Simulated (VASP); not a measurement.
Output of a VASP run:

File OSZICAR:
```
       N       E                     dE             d eps       ncg     rms          rms(c)
DAV:   1     0.160693099474E+03    0.16069E+03   -0.15215E+04  2040   0.409E+03
DAV:   2     0.113795749718E+02   -0.14931E+03   -0.14673E+03  2026   0.520E+02
DAV:   3    -0.848142384544E+01   -0.19861E+02   -0.19666E+02  2206   0.145E+02
DAV:   4    -0.909555700779E+01   -0.61413E+00   -0.61303E+00  2328   0.294E+01
DAV:   5    -0.910634120008E+01   -0.10784E-01   -0.10782E-01  2332   0.400E+00    0.298E+00
DAV:   6    -0.906043684478E+01    0.45904E-01   -0.20506E-02  2206   0.171E+00    0.178E+00
DAV:   7    -0.903305730256E+01    0.27380E-01   -0.50201E-02  2126   0.232E+00    0.154E-01
DAV:   8    -0.903475750310E+01   -0.17002E-02   -0.67397E-03  2338   0.130E+00    0.521E-02
DAV:   9    -0.903477380550E+01   -0.16302E-04   -0.28336E-04  2602   0.335E-01    0.196E-02
DAV:  10    -0.903481253507E+01   -0.38730E-04   -0.10812E-04  2142   0.139E-01    0.536E-03
DAV:  11    -0.903481410761E+01   -0.15725E-05   -0.10072E-05  2520   0.615E-02    0.209E-03
DAV:  12    -0.903481433295E+01   -0.22534E-06   -0.72226E-07  1626   0.127E-02
   1 F= -.90348143E+01 E0= -.90348587E+01  d E =-.903481E+01
```

OUTCAR:
```
------------------------ aborting loop because EDIFF is reached ----------------------------------------
  FORCE on cell =-STRESS in cart. coord.  units (eV):
  Direction    XX          YY          ZZ          XY          YZ          ZX
  --------------------------------------------------------------------------------------
  Total       -0.0228910     -0.0228910     -0.0228910      0.0000000     -0.0000000      0.0000000
  in kB       -0.7677319     -0.7677319     -0.7677319      0.0000000     -0.0000000      0.0000000
  external PRESSURE =      -0.7677319 kB  Pullay stress =       0.0000000 kB
  volume of cell :       47.77
      direct lattice vectors                 reciprocal lattice vectors
     0.000000000  2.879906827  2.879906827    -0.173616728  0.173616728  0.173616728
     2.879906827  0.000000000  2.879906827     0.173616728 -0.173616728  0.173616728
     2.879906827  2.879906827  0.000000000     0.173616728  0.173616728 -0.173616728
 POSITION                                       TOTAL-FORCE (eV/Angst)
 -----------------------------------------------------------------------------------
      0.00000      0.00000      0.00000        -0.000000     -0.000000     -0.000000
      1.43995      1.43995      1.43995         0.000000      0.000000      0.000000
 -----------------------------------------------------------------------------------
    total drift:                                0.000000      0.000000      0.000000
  FREE ENERGIE OF THE ION-ELECTRON SYSTEM (eV)
  ---------------------------------------------------
  free  energy   TOTEN  =        -9.0348143330 eV

  energy  without entropy=       -9.0349475724  energy(sigma->0) =       -9.03485875

 reached required accuracy - stopping structural energy minimisation
```
(Selected blocks of OUTCAR.)

POSCAR:
```
Ge
1
    0.0000000000     2.8799068267     2.8799068267
    2.8799068267     0.0000000000     2.8799068267
    2.8799068267     2.8799068267     0.0000000000
Ge
2
Direct
  0.0000000000   0.0000000000   0.0000000000
  0.2500000000   0.2500000000   0.2500000000
```

Question: Reconstruct the remaining input files.

Answer: Several could match; the one computed here: the input of the run itself, PBE GGA, plane waves, VASP's PBE PAW potentials (set 64).

**KPOINTS**
```
Automatic mesh
0
Gamma
11 11 11
0 0 0
```

INCAR:
```
SYSTEM  =  Ge
PREC  =  Accurate; ENCUT  =  500; LREAL  =  F
LASPH  =  T
EDIFF  =  1E-6; NELM  =  100; ALGO  =  Normal
LMAXMIX  =  4
ISMEAR  =  1; SIGMA  =  0.1
GGA  =  PE
IBRION  =  2; NSW  =  40; ISIF  =  3
EDIFFG  =  -0.02
LWAVE  =  F; LCHARG  =  F
```

POTCAR, in this order: Ge_d (PBE.64 set). Program: vasp_std.

The compound is Ge in the diamond structure. It was relaxed first, which changed the volume by +5 %.
